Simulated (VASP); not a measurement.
Consider the following.

```yaml
crystal:
  lattice:
    - [1.96644, -3.40597, 0.00000]
    - [1.96644, 3.40597, 0.00000]
    - [0.00000, 0.00000, 13.05728]
  atoms:
    - { symbol: Zn, position: [0.66667, 0.33333, 0.24068] }
    - { symbol: Zn, position: [0.33333, 0.66667, 0.00956] }
    - { symbol: S, position: [0.66667, 0.33333, 0.41789] }
    - { symbol: S, position: [0.33333, 0.66667, 0.18746] }
    - { symbol: S, position: [0.66667, 0.33333, 0.95529] }
    - { symbol: S, position: [0.33333, 0.66667, 0.68571] }
    - { symbol: Cd, position: [0.66667, 0.33333, 0.76300] }
    - { symbol: Cd, position: [0.33333, 0.66667, 0.49440] }
```

All values below come from PBEsol GGA, VASP's PBE PAW potentials (set 64) (plane waves; VASP). Numerical set-up: 400 eV cut-off, 7×7×2 Γ-centred mesh, tetrahedra with Blöchl corrections, potentials Zn S Cd.

Question: Predict the energy per atom (σ→0).

Answer: 
```
Item                            Value
---------------------  --------------
energy per atom (σ→0)  -3.567 eV/atom
```

Only differences to runs with the same potentials and settings are physical.

The structure was generated: Cd2Zn2S4 was put into an ordered model structure (P3m1), which need not be its known phase. It was relaxed first.
